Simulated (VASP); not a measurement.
Level of theory: MS2 meta-GGA, VASP's PBE PAW potentials (set 64) (plane waves; VASP 6.6.1).

A VASP calculation is set up with these files.

### KPOINTS
```
Automatic mesh
0
Gamma
14 14 14
0 0 0
```

### POSCAR
```
TiC
1
    0.0000000000     2.1841876531     2.1841876531
    2.1841876531     0.0000000000     2.1841876531
    2.1841876531     2.1841876531     0.0000000000
Ti C
1 1
Direct
  1.0000000000   1.0000000000   1.0000000000
  0.5000000000   0.5000000000   0.5000000000
```

### INCAR
```
# general
SYSTEM  = TiC
PREC    = Accurate
ENCUT   = 520
LREAL   = .FALSE.
LASPH   = .TRUE.

# electronic loop
EDIFF   = 1E-7
NELM    = 100
ALGO    = Normal
LMAXMIX = 4
LMIXTAU = .TRUE.

# smearing
ISMEAR  = 1
SIGMA   = 0.1

# functional
METAGGA = MS2

# ions
ISIF    = 2

# output
LWAVE   = .FALSE.
LCHARG  = .FALSE.
```

POTCAR, in this order: Ti_sv C (PBE.64 set). Program: vasp_std.

Output

OUTCAR:
```
 ion  position               nearest neighbor table
   1  0.000  0.000  0.000-   2 2.18   2 2.18   2 2.18   2 2.18   2 2.18   2 2.18
   2  0.500  0.500  0.500-   1 2.18   1 2.18   1 2.18   1 2.18   1 2.18   1 2.18
  LATTYP: Found a face centered cubic cell.
 ALAT       =     4.3683753062
 Subroutine PRICEL returns:
 Original cell was already a primitive cell.
 Subroutine GETGRP returns: Found 48 space group operations
The static configuration has the point symmetry O_h .
The dynamic configuration has the point symmetry O_h .
 Subroutine INISYM returns: Found 48 space group operations
 Subroutine IBZKPT returns following result:
 Found    104 irreducible k-points:

 Following reciprocal coordinates:
            Coordinates               Weight
  0.000000  0.000000  0.000000      1.000000
  0.071429  0.000000  0.000000      8.000000
  0.142857  0.000000  0.000000      8.000000
  0.214286  0.000000  0.000000      8.000000
  0.285714  0.000000  0.000000      8.000000
  0.357143  0.000000  0.000000      8.000000
  0.428571  0.000000  0.000000      8.000000
  0.500000  0.000000  0.000000      4.000000
  0.071429  0.071429  0.000000      6.000000
  0.142857  0.071429  0.000000     24.000000
  0.214286  0.071429  0.000000     24.000000
  0.285714  0.071429  0.000000     24.000000
  0.357143  0.071429  0.000000     24.000000
  0.428571  0.071429  0.000000     24.000000
  0.500000  0.071429  0.000000     24.000000
 -0.428571  0.071429  0.000000     24.000000
 -0.357143  0.071429  0.000000     24.000000
 -0.285714  0.071429  0.000000     24.000000
 -0.214286  0.071429  0.000000     24.000000
 -0.142857  0.071429  0.000000     24.000000
 -0.071429  0.071429  0.000000     12.000000
  0.142857  0.142857  0.000000      6.000000
  0.214286  0.142857  0.000000     24.000000
  0.285714  0.142857  0.000000     24.000000
...
```

**OSZICAR**
```
       N       E                     dE             d eps       ncg     rms          rms(c)
DAV:   1     0.934818444843E+02    0.93482E+02   -0.79613E+03  2504   0.149E+03
DAV:   2    -0.359611164046E+02   -0.12944E+03   -0.12368E+03  2580   0.368E+02
DAV:   3    -0.449945622572E+02   -0.90334E+01   -0.86305E+01  3364   0.934E+01
DAV:   4    -0.454625390594E+02   -0.46798E+00   -0.46703E+00  3300   0.200E+01
DAV:   5    -0.454815112325E+02   -0.18972E-01   -0.18970E-01  3460   0.356E+00    0.192E+01
DAV:   6    -0.276673906031E+02    0.17814E+02   -0.53949E+01  2900   0.119E+02    0.692E+00
DAV:   7    -0.254255478994E+02    0.22418E+01   -0.17312E+01  2684   0.636E+01    0.598E+00
DAV:   8    -0.254196974013E+02    0.58505E-02   -0.74530E-01  3048   0.979E+00    0.518E+00
DAV:   9    -0.253654727635E+02    0.54225E-01   -0.13393E-01  2980   0.520E+00    0.342E+00
DAV:  10    -0.255588790861E+02   -0.19341E+00   -0.54155E-01  2764   0.123E+01    0.205E+00
DAV:  11    -0.254328842400E+02    0.12599E+00   -0.10131E+00  2628   0.118E+01    0.613E-01
DAV:  12    -0.254529874516E+02   -0.20103E-01   -0.58101E-02  3100   0.271E+00    0.809E-01
DAV:  13    -0.254637421647E+02   -0.10755E-01   -0.41080E-02  3328   0.221E+00    0.824E-01
DAV:  14    -0.254560609806E+02    0.76812E-02   -0.25778E-03  2660   0.697E-01    0.782E-01
DAV:  15    -0.254209567549E+02    0.35104E-01   -0.75562E-02  3024   0.320E+00    0.235E-01
DAV:  16    -0.254173127523E+02    0.36440E-02   -0.13206E-02  3804   0.117E+00    0.749E-02
DAV:  17    -0.254172999422E+02    0.12810E-04   -0.41536E-04  2668   0.260E-01    0.548E-02
DAV:  18    -0.254172885069E+02    0.11435E-04   -0.24162E-04  2924   0.169E-01    0.553E-02
DAV:  19    -0.254173587595E+02   -0.70253E-04   -0.84775E-05  2976   0.111E-01    0.437E-02
DAV:  20    -0.254173022752E+02    0.56484E-04   -0.10819E-05  2972   0.451E-02    0.321E-02
DAV:  21    -0.254172926861E+02    0.95891E-05   -0.98963E-06  3064   0.320E-02    0.197E-02
DAV:  22    -0.254172737735E+02    0.18913E-04   -0.96678E-07  2712   0.138E-02    0.115E-02
DAV:  23    -0.254172675563E+02    0.62172E-05   -0.64264E-06  2888   0.311E-02    0.237E-03
DAV:  24    -0.254172650097E+02    0.25465E-05   -0.58781E-07  3160   0.980E-03    0.112E-03
DAV:  25    -0.254172644217E+02    0.58801E-06   -0.10111E-07  1884   0.327E-03    0.761E-04
DAV:  26    -0.254172637007E+02    0.72105E-06   -0.28088E-08  1304   0.256E-03    0.334E-04
DAV:  27    -0.254172623400E+02    0.13607E-05   -0.11032E-08  1260   0.129E-03    0.134E-04
DAV:  28    -0.254172626724E+02   -0.33244E-06   -0.50424E-09  1264   0.992E-04    0.644E-05
DAV:  29    -0.254172627229E+02   -0.50511E-07   -0.11011E-09  1252   0.462E-04
   1 F= -.25417263E+02 E0= -.25417219E+02  d E =-.132044E-03
```

OUTCAR:
```
------------------------ aborting loop because EDIFF is reached ----------------------------------------
  FORCE on cell =-STRESS in cart. coord.  units (eV):
  Direction    XX          YY          ZZ          XY          YZ          ZX
  --------------------------------------------------------------------------------------
  Total       -0.9622401     -0.9622401     -0.9622401     -0.0000000      0.0000000      0.0000000
  in kB      -73.9765740    -73.9765740    -73.9765740     -0.0000000      0.0000000      0.0000000
  external PRESSURE =     -73.9765740 kB  Pullay stress =       0.0000000 kB
  volume of cell :       20.84
      direct lattice vectors                 reciprocal lattice vectors
     0.000000000  2.184187653  2.184187653    -0.228918060  0.228918060  0.228918060
     2.184187653  0.000000000  2.184187653     0.228918060 -0.228918060  0.228918060
     2.184187653  2.184187653  0.000000000     0.228918060  0.228918060 -0.228918060
 POSITION                                       TOTAL-FORCE (eV/Angst)
 -----------------------------------------------------------------------------------
      0.00000      0.00000      0.00000         0.000000     -0.000000      0.000000
      2.18419      2.18419      2.18419         0.000000      0.000000     -0.000000
 -----------------------------------------------------------------------------------
    total drift:                                0.000000     -0.000000     -0.000000
  FREE ENERGIE OF THE ION-ELECTRON SYSTEM (eV)
  ---------------------------------------------------
  free  energy   TOTEN  =       -25.4172627229 eV

  energy  without entropy=      -25.4171306793  energy(sigma->0) =      -25.41721871
```
(Selected blocks of OUTCAR.)

The compound is TiC in the rock salt structure. This cell is one point of a volume scan, at 1.03 of the reference volume.
